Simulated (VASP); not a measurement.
Given:

```
CELL_PARAMETERS angstrom
      0.00000     2.47508     2.47508
      2.47508     0.00000     2.47508
      2.47508     2.47508     0.00000
ATOMIC_POSITIONS crystal
  Mg 0.00000 0.00000 0.00000
  Se 0.50000 0.50000 0.50000
```

Calculation: LDA (Ceperley-Alder, Perdew-Zunger), VASP's LDA PAW potentials (set 64) (plane waves; VASP). Numerical set-up: 500 eV cut-off, 9×9×9 Γ-centred mesh, Gaussian smearing of 0.050 eV, potentials Mg Se.

Energy and stress use the plane-wave basis of the starting cell.

### Question
The ions, cell shape and volume at an external pressure of 45.0 GPa are relaxed. Which structure does the run end with?

### Answer

```
CELL_PARAMETERS angstrom
      0.00000     2.41587     2.41587
      2.41587     0.00000     2.41587
      2.41587     2.41587     0.00000
ATOMIC_POSITIONS crystal
  Mg 0.00000 0.00000 0.00000
  Se 0.50000 0.50000 0.50000
```
Space group Fm-3m (225), at a tolerance of 0.03 Å.

### Question
How do energy and volume change from the first to the last step?

### Answer
The energy (σ→0) changes by +245.7 meV/atom and the volume by -7.0 %, in 4 ionic steps.

The compound is MgSe in the rock salt structure. This run relaxes it under an external pressure of 45 GPa. Symmetry was kept, so distortions that lower it aren't found.
